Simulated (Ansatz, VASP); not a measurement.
MgW: VASP beside Ansatz

```
CELL_PARAMETERS angstrom
4.77179 0.00000 0.00000
0.00000 5.77101 0.00000
-0.02889 0.00000 5.01641
ATOMIC_POSITIONS crystal
W 0.00000 0.18200 0.25000
W 0.00000 0.81800 0.75000
Mg 0.50000 0.68000 0.25000
Mg 0.50000 0.32000 0.75000
```

Change from the starting cell: volume scaled by 1.06.

Alike in both runs: task single point; functional PBE; k mesh 6 × 5 × 6; occupations fermi-dirac, width 0.05 eV; no spin polarisation.

|  | VASP | Ansatz |
| --- | --- | --- |
| version | VASP 6.6.1 | Ansatz 0.2.0 |
| potentials or method | VASP PAW PBE potentials, release 64 (W_sv, Mg) | Ansatz PAW |
| plane-wave cutoff (eV) | 520 | 420 |
| valence electrons in the cell | 32 | 48 |

Ansatz gave:

- gap on the k mesh at the Fermi level (eV): none
- pressure (GPa): -19.7
- largest component of the traceless stress (GPa): 4.15
- rms of the force components (eV/Å): 1.145

What did VASP give for the same quantities?

gap on the k mesh at the Fermi level (eV): none; pressure (GPa): -19.7; largest component of the traceless stress (GPa): 4.15; rms of the force components (eV/Å): 1.143.

Atom by atom the forces differ by 0.003 eV/Å (rms over components). A gap of «none» marks a metal or a gap that the smearing closes. The two sets of potentials don't hold the same shells in valence.

Caveats: forces of over 1 eV/Å show positions far from the minimum, so gaps and moduli don't describe the material at rest. The runs have no spin-orbit coupling, so splittings on W are missing.
